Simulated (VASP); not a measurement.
**TePb with and without spin-orbit coupling**

Aim: run bands, DOS and a relaxation of TePb twice, without and with spin-orbit coupling. All runs use r2SCAN. Left out of this account: 1 further run (fields: a reference on another mesh). The start is a cell from a database of measured crystal structures.

Main program and level: VASP 6.6.1; r2SCAN; plane waves and PAW (Te, Pb_d), in the first sound run; inputs show where later runs differ.

This is a report of a sequence of runs, with most program output left out.

### Step 1. The starting structure

The structure is cubic, space group Fm-3m (No. 225). Conventional cell: a = 6.462 Å, b = 6.462 Å, c = 6.462 Å, α = 90.00°, β = 90.00°, γ = 90.00°. Nearest to Te lie 6 Pb at 3.23 Å. Pb has 6 Te at 3.23 Å nearest. Farther neighbours and most contacts between anions are not listed.

As a file:

```xyz
2
Lattice="0.0000 3.2310 3.2310 3.2310 0.0000 3.2310 3.2310 3.2310 0.0000" Properties=species:S:1:pos:R:3 pbc="T T T"
Te    3.2310    3.2310    3.2310
Pb    0.0000    0.0000    0.0000
```

### Step 2. Bands along the symmetry lines (r2SCAN)

The mesh alone shows little of the dispersion and can miss band extrema, so KPOINTS_OPT adds a path through the symmetry points after the self-consistent cycle. r2SCAN adds the kinetic-energy density, costs more than a GGA and is run with LASPH.

Input file INCAR:

```
SYSTEM = TePb
PREC = Accurate
ENCUT = 400
EDIFF = 1E-06
NELM = 100
ISMEAR = -1
SIGMA = 0.05
LREAL = .FALSE.
ALGO = Normal
METAGGA = R2SCAN
LASPH = .TRUE.
NBANDS = 22
LORBIT = 11
LWAVE = .FALSE.
LCHARG = .FALSE.
KPAR = 2
```

Input file POSCAR:

```
TePb
1.0
    0.0000000000      3.2310000000      3.2310000000
    3.2310000000      0.0000000000      3.2310000000
    3.2310000000      3.2310000000      0.0000000000
Te Pb
1 1
Direct
    0.5000000000      0.5000000000      0.5000000000
    0.0000000000      0.0000000000      0.0000000000
```

Input file KPOINTS:

```
Automatic mesh
0
Gamma
6 6 6
0 0 0
```

Input file KPOINTS_OPT:

```
Line mode
16
Line-mode
Reciprocal
  0.00000000   0.00000000   0.00000000 GAMMA
  0.50000000   0.00000000   0.50000000 X

  0.50000000   0.00000000   0.50000000 X
  0.50000000   0.25000000   0.75000000 W

  0.50000000   0.25000000   0.75000000 W
  0.37500000   0.37500000   0.75000000 K

  0.37500000   0.37500000   0.75000000 K
  0.00000000   0.00000000   0.00000000 GAMMA

  0.00000000   0.00000000   0.00000000 GAMMA
  0.50000000   0.50000000   0.50000000 L

  0.50000000   0.50000000   0.50000000 L
  0.62500000   0.25000000   0.62500000 U

  0.62500000   0.25000000   0.62500000 U
  0.50000000   0.25000000   0.75000000 W

  0.50000000   0.25000000   0.75000000 W
  0.50000000   0.50000000   0.50000000 L

  0.50000000   0.50000000   0.50000000 L
  0.37500000   0.37500000   0.75000000 K

  0.62500000   0.25000000   0.62500000 U
  0.50000000   0.00000000   0.50000000 X
```

The projector-augmented-wave data sets are Te and Pb_d (PBE family, release 64).

Started as:

```console
$ mpirun -np 2 vasp_std
```

Elapsed: 7.5 min, on 2 MPI ranks of AMD EPYC 7R43, shared host; peak memory 0.31 GiB.

Spin-orbit coupling is off here; with elements this heavy it splits and shifts levels by tenths of an eV or more. The PAW data sets were made with PBE, which is usual practice but a small mismatch for other functionals.

Numbers from this step:

* SCF cycles: 12
* electrons: 20
* bands: 22
* irreducible k-points: 16
* symmetry operations: 48
* free energy (TOTEN): -82.6941 eV
* Fermi energy: 6.031 eV
* pressure: 1.410 GPa
* metallic: no
* least gap on mesh and path: 1.018 eV
* least direct gap on mesh and path: 1.018 eV
* valence top at k: 0.5, 0, 0
* conduction bottom at k: 0.5, 0, 0
* least direct gap at k: 0.5, 0, 0

The electronic bands at the labelled points (eV, zero at the valence-band top; v1 is the highest filled band, c1 the lowest empty one):

| point | v4 | v3 | v2 | v1 | c1 | c2 | c3 | c4 |
| --- | --- | --- | --- | --- | --- | --- | --- | --- |
| Γ | -5.64 | -1.50 | -1.50 | -1.50 | 4.35 | 4.35 | 4.35 | 6.17 |
| 0.47 of the way | -6.93 | -2.24 | -2.24 | -1.17 | 2.51 | 4.48 | 4.72 | 4.72 |
| X | -7.51 | -4.70 | -2.98 | -2.98 | 3.58 | 5.83 | 5.83 | 7.17 |
| 0.47 of the way | -7.87 | -4.53 | -3.27 | -2.09 | 4.12 | 4.14 | 6.11 | 6.77 |
| W | -8.26 | -3.97 | -3.97 | -0.45 | 1.89 | 5.57 | 5.57 | 7.25 |
| 0.47 of the way | -8.24 | -4.21 | -3.42 | -1.04 | 2.53 | 4.91 | 6.11 | 6.29 |
| K | -8.24 | -4.31 | -2.45 | -2.17 | 3.86 | 4.01 | 5.48 | 6.34 |
| 0.53 of the way | -7.37 | -2.50 | -0.91 | -0.21 | 1.68 | 1.89 | 4.46 | 6.37 |
| Γ | -5.64 | -1.50 | -1.50 | -1.50 | 4.35 | 4.35 | 4.35 | 6.17 |
| 0.47 of the way | -7.05 | -1.35 | -1.35 | -0.75 | 2.54 | 2.78 | 2.78 | 6.26 |
| L | -8.90 | -1.02 | -1.02 | 0.00 | 1.02 | 1.41 | 1.41 | 8.95 |
| 0.53 of the way | -8.66 | -3.03 | -1.76 | -1.31 | 2.50 | 2.57 | 4.31 | 7.03 |
| U | -8.24 | -4.31 | -2.45 | -2.17 | 3.86 | 4.01 | 5.48 | 6.34 |
| 0.47 of the way | -8.24 | -4.23 | -3.31 | -1.19 | 2.70 | 4.82 | 6.13 | 6.16 |
| W | -8.26 | -3.97 | -3.97 | -0.45 | 1.89 | 5.57 | 5.57 | 7.25 |
| 0.53 of the way | -8.65 | -2.78 | -2.54 | -0.55 | 1.51 | 3.61 | 4.06 | 7.32 |
| L | -8.90 | -1.02 | -1.02 | 0.00 | 1.02 | 1.41 | 1.41 | 8.95 |
| 0.47 of the way | -8.71 | -2.74 | -1.64 | -1.15 | 2.26 | 2.36 | 3.88 | 7.30 |
| K | -8.24 | -4.31 | -2.45 | -2.17 | 3.86 | 4.01 | 5.48 | 6.34 |
| jump to U | -8.24 | -4.31 | -2.45 | -2.17 | 3.86 | 4.01 | 5.48 | 6.34 |
| 0.53 of the way | -7.72 | -4.61 | -2.86 | -2.77 | 3.85 | 5.28 | 5.44 | 6.96 |
| X | -7.51 | -4.70 | -2.98 | -2.98 | 3.58 | 5.83 | 5.83 | 7.17 |

Of the projections kept (Te, Pb), the largest for each band there; the rest of the weight can lie on other orbitals:

| point | v4 | v3 | v2 | v1 | c1 | c2 | c3 | c4 |
| --- | --- | --- | --- | --- | --- | --- | --- | --- |
| Γ | Pb 0.63 | Te 0.80 | Te 0.80 | Te 0.80 | Pb 0.78 | Pb 0.78 | Pb 0.78 | Te 0.62 |
| X | Pb 0.86 | Te 0.65 | Te 0.71 | Te 0.71 | Te 0.55 | Pb 0.60 | Pb 0.60 | Te 0.59 |
| W | Pb 0.96 | Te 0.66 | Te 0.66 | Te 0.82 | Pb 0.84 | Te 0.75 | Te 0.75 | Pb 0.73 |
| K | Pb 0.93 | Te 0.65 | Te 0.73 | Te 0.61 | Te 0.54 | Pb 0.62 | Pb 0.72 | Te 0.64 |
| Γ | Pb 0.63 | Te 0.80 | Te 0.80 | Te 0.80 | Pb 0.78 | Pb 0.78 | Pb 0.78 | Te 0.62 |
| L | Pb 0.91 | Te 0.94 | Te 0.94 | Te 0.60 | Pb 0.64 | Pb 0.91 | Pb 0.91 | Te 0.78 |

The gap is 1.02 eV, direct.

### Step 3. Band structure (r2SCAN + SOC)

This step: r2SCAN, spin-orbit coupling; plane waves and PAW (Te, Pb_d) (VASP 6.6.1).

Levels along the symmetry lines show where the bands peak and cross; KPOINTS_OPT computes them in the converged potential. Spin-orbit coupling needs spinors and the noncollinear program, where each band holds one electron.

INCAR: that of step 2 with these lines changed.

```diff
@@ -11,3 +11,7 @@
 LASPH = .TRUE.
-NBANDS = 22
+LNONCOLLINEAR = .TRUE.
+MAGMOM = 0 0 0 0 0 0
+NBANDS = 32
+GGA_COMPAT = .FALSE.
+LSORBIT = .TRUE.
 LORBIT = 11
```

POSCAR is that of step 2.

KPOINTS is that of step 2.

KPOINTS_OPT is that of step 2.

Started as:

```console
$ mpirun -np 2 vasp_ncl
```

The job ended after 37 min (2 MPI ranks; peak memory 0.58 GiB; 69 min of CPU time).

VASP adds spin-orbit coupling inside the spheres on scalar-relativistic partial waves, which describe the 6p1/2 states imperfectly, so such gaps can be off by a tenth of an eV or more.

This step gave:

| Property | Result |
| --- | --- |
| SCF cycles | 14 |
| bands | 32 |
| free energy (TOTEN) | -83.1890 eV |
| energy at zero smearing | -83.1883 eV |
| Fermi energy | 5.686 eV |
| pressure | 1.421 GPa |
| least gap on mesh and path | 0.2173 eV |
| least direct gap on mesh and path | 0.2174 eV |
| valence top at k | 0.5, 0.5, 0.5 |

On-site spin-orbit energy by atom:

| atom | on-site spin-orbit energy (eV) |
| --- | --- |
| Te1 | -0.195 |
| Pb2 | -0.840 |

Electronic bands along the path, in eV, zero at the valence-band top; v1 is the highest filled band, c1 the lowest empty one:

| point | v4 | v3 | v2 | v1 | c1 | c2 | c3 | c4 |
| --- | --- | --- | --- | --- | --- | --- | --- | --- |
| Γ | -1.26 | -1.26 | -1.26 | -1.26 | 2.90 | 2.90 | 4.90 | 4.90 |
| 0.47 of the way | -2.01 | -2.01 | -1.29 | -1.29 | 2.29 | 2.29 | 4.13 | 4.13 |
| X | -3.42 | -3.42 | -2.76 | -2.76 | 3.53 | 3.53 | 4.88 | 4.88 |
| 0.47 of the way | -3.46 | -3.46 | -2.12 | -2.12 | 3.73 | 3.73 | 4.12 | 4.12 |
| W | -4.08 | -4.08 | -0.53 | -0.53 | 1.67 | 1.67 | 5.46 | 5.46 |
| 0.47 of the way | -3.57 | -3.57 | -1.12 | -1.12 | 2.30 | 2.30 | 4.85 | 4.85 |
| K | -2.76 | -2.76 | -2.09 | -2.09 | 3.29 | 3.29 | 4.25 | 4.25 |
| 0.53 of the way | -1.03 | -1.03 | -0.21 | -0.21 | 1.05 | 1.05 | 2.17 | 2.17 |
| Γ | -1.26 | -1.26 | -1.26 | -1.26 | 2.90 | 2.90 | 4.90 | 4.90 |
| 0.47 of the way | -1.14 | -1.14 | -0.68 | -0.68 | 1.60 | 1.60 | 2.93 | 2.93 |
| L | -0.87 | -0.87 | 0.00 | 0.00 | 0.22 | 0.22 | 1.43 | 1.43 |
| 0.53 of the way | -2.01 | -2.01 | -1.28 | -1.28 | 1.94 | 1.94 | 2.86 | 2.86 |
| U | -2.76 | -2.76 | -2.09 | -2.09 | 3.29 | 3.29 | 4.25 | 4.25 |
| 0.47 of the way | -3.46 | -3.46 | -1.26 | -1.26 | 2.45 | 2.45 | 4.76 | 4.76 |
| W | -4.08 | -4.08 | -0.53 | -0.53 | 1.67 | 1.67 | 5.46 | 5.46 |
| 0.53 of the way | -2.68 | -2.68 | -0.62 | -0.62 | 1.27 | 1.27 | 3.50 | 3.50 |
| L | -0.87 | -0.87 | 0.00 | 0.00 | 0.22 | 0.22 | 1.43 | 1.43 |
| 0.47 of the way | -1.88 | -1.88 | -1.13 | -1.13 | 1.71 | 1.71 | 2.62 | 2.62 |
| K | -2.76 | -2.76 | -2.09 | -2.09 | 3.29 | 3.29 | 4.25 | 4.25 |
| jump to U | -2.76 | -2.76 | -2.09 | -2.09 | 3.29 | 3.29 | 4.25 | 4.25 |
| 0.53 of the way | -3.25 | -3.25 | -2.60 | -2.60 | 3.78 | 3.78 | 4.52 | 4.52 |
| X | -3.42 | -3.42 | -2.76 | -2.76 | 3.53 | 3.53 | 4.88 | 4.88 |

Of the projections kept (Te, Pb), the largest for each band there; the rest of the weight can lie on other orbitals:

| point | v4 | v3 | v2 | v1 | c1 | c2 | c3 | c4 |
| --- | --- | --- | --- | --- | --- | --- | --- | --- |
| Γ | Te 0.82 | Te 0.82 | Te 0.82 | Te 0.82 | Pb 0.73 | Pb 0.73 | Pb 0.80 | Pb 0.80 |
| X | Te 0.69 | Te 0.69 | Te 0.72 | Te 0.72 | Te 0.55 | Te 0.55 | Pb 0.59 | Pb 0.59 |
| W | Te 0.71 | Te 0.71 | Te 0.82 | Te 0.82 | Pb 0.83 | Pb 0.83 | Te 0.76 | Te 0.76 |
| K | Te 0.68 | Te 0.68 | Te 0.65 | Te 0.65 | Pb 0.55 | Pb 0.55 | Pb 0.51 | Pb 0.51 |
| Γ | Te 0.82 | Te 0.82 | Te 0.82 | Te 0.82 | Pb 0.73 | Pb 0.73 | Pb 0.80 | Pb 0.81 |
| L | Te 0.94 | Te 0.94 | Te 0.61 | Te 0.61 | Pb 0.83 | Pb 0.83 | Pb 0.75 | Pb 0.75 |

The gap is 0.22 eV, direct at L. Spin-orbit coupling moves it by -0.80 eV. The run took 5.0 times the core time, with 32 spinor bands against 22. The valence top at Γ, threefold or sixfold with spin, splits into a fourfold and a twofold level, 1.05 eV apart.

### Step 4. Total and projected DOS (r2SCAN)

This step: r2SCAN; plane waves and PAW (Te, Pb_d) (VASP 6.6.1).

Here the states are counted by energy and projected on the atoms.

Input file INCAR:

```
SYSTEM = TePb
PREC = Accurate
ENCUT = 400
EDIFF = 1E-06
NELM = 100
ISMEAR = -5
SIGMA = 0.05
LREAL = .FALSE.
ALGO = Normal
METAGGA = R2SCAN
LASPH = .TRUE.
NBANDS = 22
LORBIT = 11
LWAVE = .FALSE.
LCHARG = .FALSE.
KPAR = 2
NEDOS = 2001
```

POSCAR is that of step 3.

KPOINTS is that of step 3.

Started as:

```console
$ mpirun -np 2 vasp_std
```

The job ended after 64 s (2 MPI ranks; peak memory 0.28 GiB; 2.1 min of CPU time).

The gap is read on the k-mesh alone, so it is an upper bound where the band edges lie off the mesh.

Numbers from this step:

```
SCF cycles                     : 12
bands                          : 22
free energy (TOTEN)            : -82.6941 eV
Fermi energy                   : 5.541 eV
pressure                       : 1.410 GPa
valence top at k               : 0.5, 0, 0
gap on the k-mesh              : 1.018 eV
least direct gap on the k-mesh : 1.018 eV
```

The density of states has structure finer than the step of the table below, so its rows give means over 1 eV, whole bins alone (the curve runs from -12.0 to 8.11 eV). Peaks (eV: height): total -11.0: 2.59, -10.8: 2.95, -8.4: 2.5, -2.7: 2.45; Te p -2.7: 0.755, -1.5: 0.856, 4.4: 0.361; Pb p -2.7: 0.281, 2.2: 0.734, 4.0: 0.493, 6.5: 0.271; Pb s -8.4: 1.45, -0.8: 0.214; Te s -10.8: 1.84.

States under -12.0 eV and over 8.1 eV are left out. Table of density of states by energy, zero at the valence-band top; means over each step; values in states/eV/cell:

| energy (eV) | total | Te p | Pb p | Pb s | Te s | Te d |
| --- | --- | --- | --- | --- | --- | --- |
| -11 | 1.56 | 0.00272 | 0.0169 | 0.0739 | 0.926 | 1.3e-4 |
| -10 | 0 | 0 | 0 | 0 | 0 | 0 |
| -9 | 0.194 | 0.00877 | 4.4e-4 | 0.109 | 0.00800 | 2.1e-4 |
| -8 | 1.48 | 0.0515 | 0.00424 | 0.838 | 0.120 | 0.00299 |
| -7 | 0.276 | 0.00933 | 0.00168 | 0.136 | 0.0577 | 1.7e-4 |
| -6 | 0.0415 | 9.1e-4 | 2.1e-4 | 0.0208 | 0.0111 | 0 |
| -5 | 0.00523 | 0.00124 | 6.5e-4 | 5.4e-5 | 1.5e-5 | 0 |
| -4 | 0.572 | 0.147 | 0.0704 | 0.00423 | 0.00236 | 8.3e-4 |
| -3 | 1.55 | 0.459 | 0.178 | 0.0158 | 0.00619 | 0.00314 |
| -2 | 1.90 | 0.669 | 0.169 | 0.0352 | 0.00880 | 0.00416 |
| -1 | 1.85 | 0.659 | 0.111 | 0.148 | 0.0147 | 0.00592 |
| 0 | 0.107 | 0.0357 | 0.00548 | 0.0145 | 0.00133 | 3.6e-4 |
| 1 | 0.0193 | 0.00154 | 0.00477 | 3.3e-4 | 0.00165 | 3.7e-4 |
| 2 | 1.56 | 0.131 | 0.481 | 0.0175 | 0.0715 | 0.0406 |
| 3 | 1.39 | 0.155 | 0.408 | 0.0135 | 0.0256 | 0.0454 |
| 4 | 1.75 | 0.289 | 0.451 | 0.0183 | 0.0144 | 0.0590 |
| 5 | 1.20 | 0.222 | 0.254 | 0.00988 | 0.00756 | 0.0441 |
| 6 | 1.20 | 0.155 | 0.223 | 0.00551 | 0.00532 | 0.0524 |
| 7 | 1.07 | 0.0504 | 0.121 | 0.00182 | 0.00415 | 0.0767 |

The gap on this mesh is 1.02 eV. In the top eV of the valence band the largest shares in the PAW spheres are Te p 34 %, Pb s 11 % and Pb p 6 %; in the lowest eV of the conduction band, Pb p 30 %, Te p 8 % and Te s 5 %. The rest lies in smaller channels or between the spheres.

### Step 5. Density of states (r2SCAN + SOC)

This step: r2SCAN, spin-orbit coupling; plane waves and PAW (Te, Pb_d) (VASP 6.6.1).

INCAR: that of step 4 with these lines changed.

```diff
@@ -11,3 +11,7 @@
 LASPH = .TRUE.
-NBANDS = 22
+LNONCOLLINEAR = .TRUE.
+MAGMOM = 0 0 0 0 0 0
+NBANDS = 32
+GGA_COMPAT = .FALSE.
+LSORBIT = .TRUE.
 LORBIT = 11
```

POSCAR is that of step 4.

KPOINTS is that of step 4.

Started as:

```console
$ mpirun -np 2 vasp_ncl
```

Wall time 7.8 min (2 MPI ranks); peak memory 0.57 GiB; 14 min of CPU time.

Numbers from this step:

```yaml
scf_cycles: 14
bands: 32
free_energy_toten: -83.1886 eV
fermi_energy: 5.586 eV
pressure: 1.444 GPa
gap_on_the_k_mesh: 0.2172 eV
least_direct_gap_on_the_k_mesh: 0.2172 eV
```

On-site spin-orbit energy by atom:

| atom | on-site spin-orbit energy (eV) |
| --- | --- |
| Te1 | -0.194 |
| Pb2 | -0.836 |

The density of states has structure finer than the step of the table below, so its rows give means over 1 eV, whole bins alone (the curve runs from -12.0 to 4.88 eV). Peaks (eV: height): total -10.9: 2.82, -8.5: 2.51, -1.2: 2.30, 4.4: 2.57; Te p -2.5: 0.759, -1.2: 0.858, 4.4: 0.412; Pb p -3.0: 0.245, 1.8: 0.539, 4.3: 0.524; Pb s -8.5: 1.45, -0.9: 0.186; Te s -10.9: 1.76.

States under -12.0 eV and over 4.9 eV are left out. Table of density of states by energy, zero at the valence-band top; means over each step; values in states/eV/cell:

| energy (eV) | total | Te p | Pb p | Pb s | Te s | Te d |
| --- | --- | --- | --- | --- | --- | --- |
| -11 | 1.49 | 0.00246 | 0.0164 | 0.0641 | 0.896 | 1.3e-4 |
| -10 | 0 | 0 | 0 | 0 | 0 | 0 |
| -9 | 0.240 | 0.0110 | 5.4e-4 | 0.135 | 0.00961 | 3.1e-4 |
| -8 | 1.46 | 0.0524 | 0.00431 | 0.822 | 0.117 | 0.00297 |
| -7 | 0.261 | 0.00917 | 0.00165 | 0.129 | 0.0543 | 1.4e-4 |
| -6 | 0.0357 | 8.2e-4 | 1.8e-4 | 0.0179 | 0.00947 | 0 |
| -5 | 0.0193 | 0.00460 | 0.00251 | 2.0e-4 | 4.8e-5 | 1.1e-5 |
| -4 | 0.720 | 0.187 | 0.0915 | 0.00564 | 0.00325 | 0.00110 |
| -3 | 1.73 | 0.521 | 0.201 | 0.0259 | 0.00967 | 0.00373 |
| -2 | 1.59 | 0.554 | 0.145 | 0.0397 | 0.00853 | 0.00378 |
| -1 | 1.82 | 0.657 | 0.112 | 0.134 | 0.0127 | 0.00569 |
| 0 | 0.108 | 0.0362 | 0.00630 | 0.0129 | 0.00130 | 3.9e-4 |
| 1 | 0.372 | 0.0384 | 0.120 | 0.00553 | 0.0141 | 0.00750 |
| 2 | 1.39 | 0.147 | 0.441 | 0.0161 | 0.0495 | 0.0329 |
| 3 | 1.27 | 0.157 | 0.360 | 0.0143 | 0.0303 | 0.0393 |
| 4 | 1.81 | 0.279 | 0.416 | 0.0184 | 0.0181 | 0.0706 |

The gap on this mesh is 0.22 eV. In the top eV of the valence band the largest shares in the PAW spheres are Te p 35 %, Pb s 10 % and Pb p 6 %; in the lowest eV of the conduction band, Pb p 32 % and Te p 10 %. The rest lies in smaller channels or between the spheres.

### Step 6. Relaxing cell and atoms (r2SCAN)

This step: r2SCAN; plane waves and PAW (Te, Pb_d) (VASP 6.6.1).

Last, the cell itself: ISIF = 3 frees volume, shape and positions, first without the coupling.

Input file INCAR:

```
SYSTEM = TePb
PREC = Accurate
ENCUT = 400
EDIFF = 1E-06
NELM = 100
ISMEAR = -1
SIGMA = 0.05
LREAL = .FALSE.
ALGO = Normal
METAGGA = R2SCAN
LASPH = .TRUE.
NBANDS = 16
LORBIT = 11
LWAVE = .FALSE.
LCHARG = .FALSE.
KPAR = 2
IBRION = 2
NSW = 60
ISIF = 3
EDIFFG = -0.01
```

POSCAR is that of step 5.

KPOINTS is that of step 5.

Started as:

```console
$ mpirun -np 2 vasp_std
```

It took 3.5 min on 2 MPI ranks; peak memory 0.29 GiB; 6.2 min of CPU time.

The run keeps the 48 symmetry operations of its start, so it cannot find a distortion of lower symmetry.

The steps of the relaxation:

| step | energy less that of the first step (eV) | largest force (eV/Å) | pressure (GPa) | volume (Å³) |
| --- | --- | --- | --- | --- |
| 1 | 0.0000 | 0.0000 | 1.54 | 67.46 |
| 2 | -0.0087 | 0.0000 | -0.58 | 70.68 |
| 3 | -0.0105 | 0.0000 | 0.01 | 69.71 |

| conventional cell, symmetrised | before | after | change |
| --- | --- | --- | --- |
| a (Å) | 6.462 | 6.533 | +1.1 % |
| b (Å) | 6.462 | 6.533 | +1.1 % |
| c (Å) | 6.462 | 6.533 | +1.1 % |
| volume (Å³/atom) | 33.73 | 34.85 | +3.3 % |

The relaxed structure:

```cif
data_structure
_symmetry_space_group_name_H-M 'P 1'
_symmetry_Int_Tables_number 1
_cell_length_a 4.6195
_cell_length_b 4.6195
_cell_length_c 4.6195
_cell_angle_alpha 60.000
_cell_angle_beta 60.000
_cell_angle_gamma 60.000
_cell_volume 69.71
loop_
_atom_site_label
_atom_site_type_symbol
_atom_site_fract_x
_atom_site_fract_y
_atom_site_fract_z
_atom_site_occupancy
Te1 Te 0.50000 0.50000 0.50000 1
Pb2 Pb 0.00000 0.00000 0.00000 1
```

This step gave:

```yaml
bands: 16
free_energy_toten: -82.7045 eV
fermi_energy: 5.630 eV
pressure: 0.007359 GPa
scf_cycles_over_all_ionic_steps: 33
gap_on_the_k_mesh: 1.090 eV
least_direct_gap_on_the_k_mesh: 1.090 eV
```

It ends with forces that vanish by symmetry and a pressure of 0.01 GPa.

### Step 7. Full relaxation (r2SCAN + SOC)

This step: r2SCAN, spin-orbit coupling; plane waves and PAW (Te, Pb_d) (VASP 6.6.1).

The same relaxation with spinors and spin-orbit coupling.

INCAR: that of step 6 with these lines changed.

```diff
@@ -11,3 +11,7 @@
 LASPH = .TRUE.
-NBANDS = 16
+LNONCOLLINEAR = .TRUE.
+MAGMOM = 0 0 0 0 0 0
+NBANDS = 32
+GGA_COMPAT = .FALSE.
+LSORBIT = .TRUE.
 LORBIT = 11
```

POSCAR is that of step 6.

KPOINTS is that of step 6.

Started as:

```console
$ mpirun -np 2 vasp_ncl
```

Wall time 20 min (2 MPI ranks); peak memory 0.61 GiB; 36 min of CPU time.

The steps of the relaxation:

| step | energy less that of the first step (eV) | largest force (eV/Å) | pressure (GPa) | volume (Å³) |
| --- | --- | --- | --- | --- |
| 1 | 0.0000 | 0.0000 | 1.42 | 67.46 |
| 2 | -0.0079 | 0.0000 | -0.49 | 70.42 |
| 3 | -0.0092 | 0.0000 | 0.03 | 69.59 |

| conventional cell, symmetrised | before | after | change |
| --- | --- | --- | --- |
| a (Å) | 6.462 | 6.529 | +1.0 % |
| b (Å) | 6.462 | 6.529 | +1.0 % |
| c (Å) | 6.462 | 6.529 | +1.0 % |
| volume (Å³/atom) | 33.73 | 34.80 | +3.2 % |

Final coordinates:

```xyz
2
Lattice="0.0000 3.2647 3.2647 3.2647 0.0000 3.2647 3.2647 3.2647 0.0000" Properties=species:S:1:pos:R:3 pbc="T T T"
Te    3.2647    3.2647    3.2647
Pb    0.0000    0.0000    0.0000
```

Numbers from this step:

| Quantity | Value |
| --- | --- |
| bands | 32 |
| free energy (TOTEN) | -83.1982 eV |
| energy at zero smearing | -83.1978 eV |
| Fermi energy | 5.315 eV |
| pressure | 0.02692 GPa |
| SCF cycles over all ionic steps | 31 |
| gap on the k-mesh | 0.2933 eV |
| least direct gap on the k-mesh | 0.2933 eV |

On-site spin-orbit energy by atom:

| atom | on-site spin-orbit energy (eV) |
| --- | --- |
| Te1 | -0.196 |
| Pb2 | -0.835 |

The cell ends at 34.80 Å³/atom, -0.2 % from the run without the coupling. The run took 5.8 times the core time, with 32 spinor bands against 16.

The cell grew by 3.2 % in volume.

### Step 8. The runs together

| quantity | without | with spin-orbit coupling |
| --- | --- | --- |
| gap (eV) | 1.018 | 0.217 |
| splitting of the valence top at Γ (eV) | 0 | 1.045 |
| core minutes, bands | 15 | 75 |
| core minutes, DOS | 2.1 | 16 |
| relaxed volume (Å³/atom) | 34.85 | 34.80 |
| core minutes, relaxation | 7.0 | 41 |

### Step 9. What came out

```yaml
gap_ev_without_with: 1.018 → 0.217
splitting_of_the_valence_top_at_gamma_ev_without_with: 0 → 1.045
relaxed_volume_a3_atom_without_with: 34.85 → 34.80
```

What this shows: Spin-orbit coupling moves the gap of TePb from 1.02 to 0.22 eV. The valence top at Γ, threefold or sixfold with spin, splits into a fourfold and a twofold level, 1.05 eV apart. The relaxed volume moves by -0.2 %. The spinor runs cost 5.0 to 7.3 times as much, on a shared host. Semilocal functionals usually underestimate gaps.

[Lines on the potential files, build, host, timing and source positions are cut from VASP's logs without a mark.]

[Logs are printed without paths, hosts, clocks, repeated set-up lines and the standing remarks that a program may print on its own settings, such as how far it seeks lower states.]

[Hosts, paths, dates, database ids (printed as entryN), source tags and the programs' standing remarks are cut or masked in the printed files.]

[A measured line is paired with the nearest computed mode of its activity, which favours agreement.]
